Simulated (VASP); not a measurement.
# BCH₃ClOF: harmonic vibrations of a molecule

BCH₃ClOF, molecule in box, 8 atoms in the cell. PBE, harmonic vibrations; PAW potentials B, C, O, F, Cl, H (PBE set).

## Input

INCAR.step1:
```
PREC = Accurate
ENCUT = 400
EDIFF = 1E-8
ISMEAR = 0
SIGMA = 0.01
ISYM = 0
LREAL = False
LASPH = True
NELM = 100
ALGO = Normal
LWAVE = False
LCHARG = False
IBRION = 2
NSW = 60
ISIF = 2
EDIFFG = -0.002
POTIM = 0.5
```

INCAR.step2, as INCAR.step1 but for:
```
- IBRION = 2
- NSW = 60
- ISIF = 2
- EDIFFG = -0.002
- POTIM = 0.5
+ IBRION = 5
+ NFREE = 2
+ POTIM = 0.015
+ NSW = 1
```

KPOINTS:
```
k-points
0
Gamma
  1 1 1
```

POSCAR.step1:
```
BH3CClOF
1.0
   12.0000000000      0.0000000000      0.0000000000
    0.0000000000     12.0000000000      0.0000000000
    0.0000000000      0.0000000000     13.0000000000
B C O F Cl H
1 1 1 1 1 3
Direct
    0.4365041700      0.5698958300      0.5298923100
    0.5325625000      0.4897625000      0.5017615400
    0.4301375000      0.4258791700      0.4888230800
    0.5948708300      0.4409208300      0.5750538500
    0.6069041700      0.4925875000      0.3867076900
    0.4115208300      0.5745875000      0.6185230800
    0.3952625000      0.6256041700      0.4647615400
    0.4230958300      0.3778958300      0.5482923100
```

Commands (each step's output is kept before the next begins):
```
cat potpaw_PBE.64/B/POTCAR potpaw_PBE.64/C/POTCAR potpaw_PBE.64/O/POTCAR potpaw_PBE.64/F/POTCAR potpaw_PBE.64/Cl/POTCAR potpaw_PBE.64/H/POTCAR > POTCAR
cp INCAR.step1 INCAR
cp POSCAR.step1 POSCAR
mpirun -np 8 vasp_gam > vasp.out
cp CONTCAR POSCAR
cp INCAR.step2 INCAR
mpirun -np 8 vasp_gam > vasp.out
```

## Result

- Vibrations (cm⁻¹; a negative value is imaginary): 3639, 2664, 2558, 1251, 1178, 1102, 979, 924, 829, 775, 743, 590, 537, 456, 383, 310, 263, 180
- Zero-point energy (eV): 1.200
- Translations and rotations, which should read zero (cm⁻¹): -14, -12, -3, 6, 8, 14
- Vibrational entropy at 298 K (meV/K): 0.400
- Displaced cells: 48
- Ionic steps, all stages: 99
- Electronic steps, all stages: 1535

VASP 6.6.1 took 1211 s on 8 cores (Intel Xeon Platinum 8488C (Sapphire Rapids)), a shared host.
